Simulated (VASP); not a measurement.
Given:

```yaml
crystal:
  lattice:
    - [2.80450, 0.00000, 0.00000]
    - [0.00000, 2.80450, 0.00000]
    - [0.00000, 0.00000, 2.80450]
  atoms:
    - { symbol: Al, position: [0.50000, 0.50000, 0.50000] }
    - { symbol: Fe, position: [0.00000, 0.00000, 0.00000] }
```

These are optB88-vdW, VASP's PBE PAW potentials (set 64) (plane waves; VASP 6.6.1) values and carry that method's errors. Run with 520 eV cut-off, 13×13×13 Γ-centred mesh, first-order Methfessel-Paxton smearing of 0.10 eV, potentials Al Fe.

Q: Give the stress tensor in GPa (positive for a compressed cell).

A: 
```
12.86   0.00   0.00
 0.00  12.86   0.00
 0.00   0.00  12.86
```
The pressure is its mean diagonal, 12.86 GPa.

The compound is FeAl in the CsCl type structure. This cell is one point of a volume scan, at 0.94 of the reference volume. The run is not spin-polarised, so no magnetic state was tried. The electron count is odd and the run is not spin-polarised, which forces a metal.
